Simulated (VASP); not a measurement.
Level of theory: PBE GGA, VASP's PBE PAW potentials (set 64) (plane waves; VASP).

A VASP calculation is set up with these files.

INCAR:
```
ALGO  =  Normal
EDIFF  =  1E-6
EDIFFG  =  -0.02
ENCUT  =  400
GGA  =  PE
IBRION  =  2
ISIF  =  3
ISMEAR  =  0
LASPH  =  T
LCHARG  =  F
LMAXMIX  =  4
LREAL  =  F
LWAVE  =  F
NELM  =  100
NSW  =  60
PREC  =  Accurate
SIGMA  =  0.05
SYSTEM  =  CsPbCl3
```

**POSCAR**
```
CsPbCl3
1
    5.7147643441     0.0000000000     0.0000000000
    0.0000000000     5.7147643441     0.0000000000
    0.0000000000     0.0000000000     5.7147643441
Cs Pb Cl
1 1 3
Direct
  0.0000000000   0.0000000000   0.0000000000
  0.5000000000   0.5000000000   0.5000000000
  0.5000000000   0.0000000000   0.5000000000
  0.0000000000   0.5000000000   0.5000000000
  0.5000000000   0.5000000000   0.0000000000
```

KPOINTS:
```
kpoints
0
gamma
 4 4 4
0 0 0
```

POTCAR, in this order: Cs_sv Pb_d Cl (PBE.64 set). Program: vasp_std.

What VASP printed:

**OSZICAR**
```
       N       E                     dE             d eps       ncg     rms          rms(c)
DAV:   1     0.375971032408E+03    0.37597E+03   -0.16958E+04   520   0.125E+03
DAV:   2     0.223253871591E+02   -0.35365E+03   -0.34671E+03   692   0.316E+02
DAV:   3    -0.168947155465E+02   -0.39220E+02   -0.39065E+02   574   0.119E+02
DAV:   4    -0.184737270136E+02   -0.15790E+01   -0.15759E+01   752   0.324E+01
DAV:   5    -0.185127755481E+02   -0.39049E-01   -0.39038E-01   662   0.362E+00    0.495E+00
DAV:   6    -0.175802728333E+02    0.93250E+00   -0.19855E+00   700   0.148E+01    0.330E+00
DAV:   7    -0.175336212262E+02    0.46652E-01   -0.70907E-01   766   0.486E+00    0.186E+00
DAV:   8    -0.175482625823E+02   -0.14641E-01   -0.88346E-02   710   0.250E+00    0.286E-01
DAV:   9    -0.175462830852E+02    0.19795E-02   -0.23590E-02   736   0.116E+00    0.138E-01
DAV:  10    -0.175469450625E+02   -0.66198E-03   -0.23002E-03   614   0.307E-01    0.455E-02
DAV:  11    -0.175470345937E+02   -0.89531E-04   -0.19319E-04   674   0.111E-01    0.139E-02
DAV:  12    -0.175470378223E+02   -0.32286E-05   -0.33019E-05   678   0.678E-02    0.939E-03
DAV:  13    -0.175470369344E+02    0.88798E-06   -0.33701E-06   596   0.114E-02
   1 F= -.17547037E+02 E0= -.17547037E+02  d E =-.175470E+02
       N       E                     dE             d eps       ncg     rms          rms(c)
DAV:   1    -0.175734053529E+02   -0.26368E-01   -0.66929E-01   694   0.877E+00    0.893E-01
DAV:   2    -0.175519983307E+02    0.21407E-01   -0.46704E-02   664   0.206E+00    0.290E-01
DAV:   3    -0.175487024466E+02    0.32959E-02   -0.12469E-02   660   0.111E+00    0.131E-01
DAV:   4    -0.175485898601E+02    0.11259E-03   -0.51919E-04   742   0.199E-01    0.526E-02
DAV:   5    -0.175485685227E+02    0.21337E-04   -0.70622E-05   682   0.692E-02    0.174E-02
DAV:   6    -0.175485637585E+02    0.47642E-05   -0.52517E-06   548   0.218E-02    0.371E-03
DAV:   7    -0.175485630211E+02    0.73747E-06   -0.64389E-07   376   0.946E-03
   2 F= -.17548563E+02 E0= -.17548563E+02  d E =-.152609E-02
```

**OUTCAR**
```
------------------------ aborting loop because EDIFF is reached ----------------------------------------
  FORCE on cell =-STRESS in cart. coord.  units (eV):
  Direction    XX          YY          ZZ          XY          YZ          ZX
  --------------------------------------------------------------------------------------
  Total        0.0654617      0.0654617      0.0654617     -0.0000000      0.0000000     -0.0000000
  in kB        0.5572526      0.5572526      0.5572526     -0.0000000      0.0000000     -0.0000000
  external PRESSURE =       0.5572526 kB  Pullay stress =       0.0000000 kB
  volume of cell :      188.21
      direct lattice vectors                 reciprocal lattice vectors
     5.730800380 -0.000000000  0.000000000     0.174495696 -0.000000000  0.000000000
     0.000000000  5.730800380  0.000000000     0.000000000  0.174495696  0.000000000
    -0.000000000 -0.000000000  5.730800380    -0.000000000 -0.000000000  0.174495696
 POSITION                                       TOTAL-FORCE (eV/Angst)
 -----------------------------------------------------------------------------------
      0.00000      0.00000      0.00000        -0.000000     -0.000000      0.000000
      2.86540      2.86540      2.86540         0.000000      0.000000      0.000000
      2.86540     -0.00000      2.86540        -0.000000     -0.000000      0.000000
     -0.00000      2.86540      2.86540        -0.000000     -0.000000      0.000000
      2.86540      2.86540      0.00000        -0.000000     -0.000000      0.000000
 -----------------------------------------------------------------------------------
    total drift:                                0.000000      0.000000     -0.000000
  FREE ENERGIE OF THE ION-ELECTRON SYSTEM (eV)
  ---------------------------------------------------
  free  energy   TOTEN  =       -17.5485630211 eV

  energy  without entropy=      -17.5485630211  energy(sigma->0) =      -17.54856302

 reached required accuracy - stopping structural energy minimisation
```
(Selected blocks of OUTCAR.)

CONTCAR:
```
CsPbCl3
   1.00000000000000
     5.7308003803688647   -0.0000000000000000    0.0000000000000000
     0.0000000000000000    5.7308003803688647    0.0000000000000000
    -0.0000000000000000   -0.0000000000000000    5.7308003803688647
  Cs              Pb              Cl
     1     1     3
Direct
     0.0000000000000000    0.0000000000000000    0.0000000000000000
     0.5000000000000000    0.5000000000000000    0.5000000000000000
     0.5000000000000000    0.0000000000000000    0.5000000000000000
     0.0000000000000000    0.5000000000000000    0.5000000000000000
     0.5000000000000000    0.5000000000000000    0.0000000000000000
```

The compound is CsPbCl3 in the cubic perovskite structure, the ideal cubic form; the compound distorts at low or room temperature. This run relaxes it. Symmetry was kept, so distortions that lower it aren't found. The start is the result of an earlier pass.
